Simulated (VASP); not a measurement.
# Cd2Si (Fmmm) in VASP: reference runs

How does Cd2Si come out in PBE? The cell is run as given.

Everything below comes from runs of VASP 6.6.1. Logs are shortened: lines on timing, memory, paths and dates and some standing lists are left out, and cuts for length are marked.

## 1. The structure

It takes space group Fmmm (No. 69, orthorhombic). The conventional cell has a = 3.481 Å, b = 4.723 Å, c = 14.189 Å, α = 90.00°, β = 90.00°, γ = 90.00°. Around Cd (site symmetry mm2) lie 4 Si at 2.88 to 3.29 Å and 6 Cd at 2.93 to 3.06 Å. Around Si (site symmetry mmm) lie 8 Cd at 2.88 to 3.29 Å and 4 Si at 2.93 Å.

The cell was built by a generator and needn't be a form met in nature.

## 2. Single point, PBE

File INCAR:

```
PREC = Accurate
ENCUT = 520
EDIFF = 1E-7
ISMEAR = -1
SIGMA = 0.05
LREAL = F
LASPH = T
NELM = 60
ALGO = Normal
ISIF = 2
LWAVE = F
LCHARG = F
GGA = PE
NBANDS = 21
```

File KPOINTS:

```
Automatic mesh
0
Gamma
  10 10 10
```

File POSCAR:

```
Cd2Si
1.0
    0.0000000000      2.3613173000      7.0944219000
    1.7407272100      0.0000000000      7.0944219000
    1.7407272100      2.3613173000      0.0000000000
Cd Si
2 1
Direct
    0.3386310000      0.3386310000      0.6613690000
    0.6613690000      0.6613690000      0.3386310000
    0.0000000000      0.0000000000      0.0000000000
```

Potentials or basis: VASP PAW PBE potentials, release 64 (Cd, Si).

Started as:

```console
> cat potpaw_PBE.64/Cd/POTCAR potpaw_PBE.64/Si/POTCAR > POTCAR
> mpirun -np 1 vasp_std > vasp.out
```

OUTCAR:

```text
PREC = Accurate
   ENCUT = 520
   EDIFF = 1E-7
   ISMEAR = -1
   LREAL = F
   LASPH = T
   NELM = 60
   ISIF = 2
   GGA = PE

 ion  position               nearest neighbor table
   1  0.339  0.339  0.661-   3 2.88   3 2.88   2 3.06   2 3.06   3 3.29   3 3.29   2 3.45   2 3.45

   2  0.661  0.661  0.339-   3 2.88   3 2.88   1 3.06   1 3.06   3 3.29   3 3.29   1 3.45   1 3.45

   3  0.000  0.000  0.000-   2 2.88   2 2.88   1 2.88   1 2.88   1 3.29   2 3.29   2 3.29   1 3.29

  LATTYP: Found a face centered orthorhombic cell.
 ALAT       =     3.4814544200
 B/A-ratio  =     1.3565119718
 C/A-ratio  =     4.0755506430

  Lattice vectors:

 A1 = (   0.0000000000,   2.3613173000,   7.0944219000)
 A2 = (   1.7407272100,   0.0000000000,   7.0944219000)
 A3 = (   1.7407272100,   2.3613173000,   0.0000000000)

Analysis of symmetry for initial positions (statically):
=====================================================================
 Subroutine PRICEL returns:
 Original cell was already a primitive cell.

 Routine SETGRP: Setting up the symmetry group for a
 face centered orthorhombic supercell.

 Subroutine GETGRP returns: Found  8 space group operations
 (whereof  8 operations were pure point group operations)
 out of a pool of  8 trial point group operations.

The static configuration has the point symmetry D_2h.

Analysis of symmetry for dynamics (positions and initial velocities):
=====================================================================
 Subroutine PRICEL returns:
 Original cell was already a primitive cell.

 Routine SETGRP: Setting up the symmetry group for a
 face centered orthorhombic supercell.

 Subroutine GETGRP returns: Found  8 space group operations
 (whereof  8 operations were pure point group operations)
 out of a pool of  8 trial point group operations.

The dynamic configuration has the point symmetry D_2h.

 Subroutine INISYM returns: Found  8 space group operations
 (whereof  8 operations are pure point group operations),
 and found     1 'primitive' translations

----------------------------------------------------------------------------------------

                                     Primitive cell

  volume of cell :      58.3220

  direct lattice vectors                    reciprocal lattice vectors
     0.000000000  2.361317300  7.094421900    -0.287236275  0.211746215  0.070477906
     1.740727210  0.000000000  7.094421900     0.287236275 -0.211746215  0.070477906
     1.740727210  2.361317300  0.000000000     0.287236275  0.211746215 -0.070477906

  length of vectors
[... 78 lines left out ...]
   ISPIN  =      1    spin polarized calculation?
   LNONCOLLINEAR =      F non collinear calculations
   LSORBIT =      F    spin-orbit coupling
   LASPH  =      T    aspherical Exc in radial PAW
   ENCUT  =  520.0 eV  38.22 Ry    6.18 a.u.  13.90 13.58  5.45*2*pi/ulx,y,z
   NELM   =     60;   NELMIN=  2; NELMDL= -5     # of ELM steps
   EDIFF  = 0.1E-06   stopping-criterion for ELM
   LREAL  =      F    real-space projection
   EDIFFG = 0.1E-05   stopping-criterion for IOM
   NSW    =      0    number of steps for IOM
   IBRION =     -1    ionic relax: 0-MD 1-quasi-New 2-CG
   NFREE  =      0    steps in history (QN), initial steepest desc. (CG)
   ISIF   =      2    stress and relaxation
   ISYM   =      2    0-nonsym 1-usesym 2-fastsym
   POTIM  = 0.5000    time-step for ionic-motion
   TEBEG  =    0.0;   TEEND  =   0.0 temperature during run
   PSTRESS=    0.0 pullay stress
   NELECT =      28.0000    total number of electrons
   NUPDOWN=      -1.0000    fix difference up-down
   EMIN   =  10.00;   EMAX   =-10.00  energy-range for DOS
   EFERMI =   0.00;   METHOD = LEGACY
   ISMEAR =    -1;   SIGMA  =   0.05  broadening in eV -4-tet -1-fermi 0-gaus
   EFERMI_NEDOS =   21; number of points for ismear=-14 and -15
   IALGO  =     38    algorithm
   IMIX   =      4    mixing-type and parameters
     AMIX     =   0.40;   BMIX     =  1.00
     AMIX_MAG =   1.60;   BMIX_MAG =  1.00
  volume/ion in A,a.u.               =      19.44       131.19
  Fermi-wavevector in a.u.,A,eV,Ry     =   1.281888  2.422417 22.357602  1.643237
  Thomas-Fermi vector in A             =   2.414232
   LORBIT       =      0    0 simple, 1 ext, 2 COOP (PROOUT), +10 PAW based schemes
   GGA     = PE    functional components
   LHFCALC =     F    Hartree Fock is set to
   AEXX    =    0.0000 exact exchange contribution
   IVDW    =     0    specifies the selected vdW correction
   LEPSILON=     F    determine dielectric tensor
   LRPA    =     F    only Hartree local field effects (RPA)
 non-spin polarized calculation
  energy-cutoff  :      520.00
  volume of cell :       58.32
 maximum number of plane-waves:      1601
   NGX = 27   NGY = 27   NGZ = 11

 number of electron      28.0000006 magnetization

 Free energy of the ion-electron system (eV)
  ---------------------------------------------------
  ext. energy  EPLUGINS =         0.00000000
  ---------------------------------------------------
  free energy    TOTEN  =        -5.72593428 eV

  energy without entropy =       -5.71768967  energy(sigma->0) =       -5.72181197

 E-fermi :   4.7350     XC(G=0): -11.0741

 val. band max:        4.7281284254   @ k =  -0.4000   0.3000   0.1000
 cond. band min:       4.7559802293   @ k =  -0.4000   0.1000   0.2000
 fundamental gap:      0.0278518039
 Fermi energy:         4.7350453861

 k-point     1 :       0.0000    0.0000    0.0000
  band No.  band energies     occupation
      1      -6.4647      2.00000
      2      -5.0925      2.00000
      3      -5.0723      2.00000
      4      -4.9336      2.00000
      5      -4.8110      2.00000
      6      -4.3117      2.00000
[... 565 lines left out ...]
     20      14.9690      0.00000
     21      15.7554      0.00000

 [... further k-points ...]
[... 5 lines left out ...]
  --------------------------------------------------------------------------------------
  -------------------------------------------------------------------------------------
  Total        2.0387608      1.6192068      2.2790037      0.0000000      0.0000000      0.0000000
  in kB       56.0073178     44.4816442     62.6070927      0.0000000      0.0000000      0.0000000
  external PRESSURE =      54.3653516 kB  Pullay stress =       0.0000000 kB

 VOLUME and BASIS-vectors are now :
 -----------------------------------------------------------------------------
  energy-cutoff  :      520.00
  volume of cell :       58.32
      direct lattice vectors                 reciprocal lattice vectors
     0.000000000  2.361317300  7.094421900    -0.287236275  0.211746215  0.070477906
     1.740727210  0.000000000  7.094421900     0.287236275 -0.211746215  0.070477906
     1.740727210  2.361317300  0.000000000     0.287236275  0.211746215 -0.070477906

 POSITION                                       TOTAL-FORCE (eV/Angst)
 -----------------------------------------------------------------------------------
      1.74073      2.36132      4.80478         0.000000      0.000000     -0.104533
      1.74073      2.36132      9.38406         0.000000      0.000000      0.104533
      0.00000      0.00000      0.00000         0.000000      0.000000     -0.000000
 -----------------------------------------------------------------------------------
    total drift:                               -0.000000      0.000000      0.000000

  FREE ENERGIE OF THE ION-ELECTRON SYSTEM (eV)
  ---------------------------------------------------
  free  energy   TOTEN  =        -5.7259342790 eV

  energy  without entropy=       -5.7176896707  energy(sigma->0) =       -5.72181197
```

OSZICAR:

```text
N       E                     dE             d eps       ncg     rms          rms(c)
DAV:   1     0.186862768783E+03    0.18686E+03   -0.14225E+04  7190   0.127E+03
DAV:   2    -0.903071485049E+00   -0.18777E+03   -0.18031E+03  7702   0.328E+02
DAV:   3    -0.623689379491E+01   -0.53338E+01   -0.53027E+01  8515   0.597E+01
DAV:   4    -0.625705302982E+01   -0.20159E-01   -0.20142E-01  7847   0.333E+00
DAV:   5    -0.625716360841E+01   -0.11058E-03   -0.11058E-03  8515   0.262E-01    0.600E+00
DAV:   6    -0.574859428896E+01    0.50857E+00   -0.23566E+00  8017   0.136E+01    0.588E+00
DAV:   7    -0.573389007315E+01    0.14704E-01   -0.14079E-01  7807   0.251E+00    0.356E+00
DAV:   8    -0.572704885788E+01    0.68412E-02   -0.33252E-02  7852   0.112E+00    0.220E-01
DAV:   9    -0.572598907782E+01    0.10598E-02   -0.44614E-03  7972   0.459E-01    0.149E-01
DAV:  10    -0.572593035712E+01    0.58721E-04   -0.82509E-04  8190   0.160E-01    0.346E-02
DAV:  11    -0.572593318656E+01   -0.28294E-05   -0.88945E-05  7997   0.564E-02    0.900E-03
DAV:  12    -0.572593431743E+01   -0.11309E-05   -0.63337E-06  8166   0.210E-02    0.328E-03
DAV:  13    -0.572593431983E+01   -0.23974E-08   -0.10221E-06  8257   0.100E-02    0.128E-03
DAV:  14    -0.572593427904E+01    0.40785E-07   -0.85144E-08  4575   0.176E-03
   1 F= -.57259343E+01 E0= -.57218120E+01  d E =-.824461E-02
```

Run time: 3.4 min. Hardware: 1 thread of Intel Xeon Platinum 8488C (Sapphire Rapids), shared host; peak memory 0.37 GiB.

Results:

```yaml
Free_energy: -5.7259 eV
Pressure: 5.4 GPa
Largest_force: 0.105 eV/Å
Band_gap_on_the_k_mesh: none (metal or under the smearing width)
```

Forces in eV/Å, atoms in the order of the input:
```
Cd   0.000  0.000 -0.105
Cd   0.000  0.000  0.105
Si   0.000  0.000  0.000
```
